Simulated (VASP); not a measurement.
Calculation: PBE GGA with D3 dispersion (zero damping), VASP's PBE PAW potentials (set 64) (plane waves; VASP).

The input files of a VASP run:

### POSCAR
```
PbSe
1
    0.0000000000     3.0600000000     3.0600000000
    3.0600000000     0.0000000000     3.0600000000
    3.0600000000     3.0600000000     0.0000000000
Pb Se
1 1
Direct
  0.0000000000   0.0000000000   0.0000000000
  0.5000000000   0.5000000000   0.5000000000
```

### INCAR
```
ALGO=Normal
EDIFF=1E-6
EDIFFG=-0.01
ENCUT=520
GGA=PE
IBRION=2
ISIF=3
ISMEAR=0
IVDW=11
LASPH=.TRUE.
LCHARG=.FALSE.
LMAXMIX=4
LREAL=.FALSE.
LWAVE=.FALSE.
NELM=100
NSW=60
PREC=Accurate
SIGMA=0.05
SYSTEM=PbSe
```

KPOINTS:
```
Automatic mesh
0
Gamma
7 7 7
0 0 0
```

POTCAR, in this order: Pb_d Se (PBE.64 set). Program: vasp_std.

Task: What will the output report for the number of irreducible k-points (NKPTS), largest plane-wave count, number of space-group operations, FFT grid (NGX, NGY, NGZ)?

Result: 
```yaml
number of irreducible k-points (NKPTS): 20
largest_plane_wave_count: 1564
number_of_space_group_operations: 48
FFT grid (NGX, NGY, NGZ): 32 × 32 × 32
```

The compound is PbSe in the rock salt structure. This run relaxes it. Symmetry was kept, so distortions that lower it aren't found.
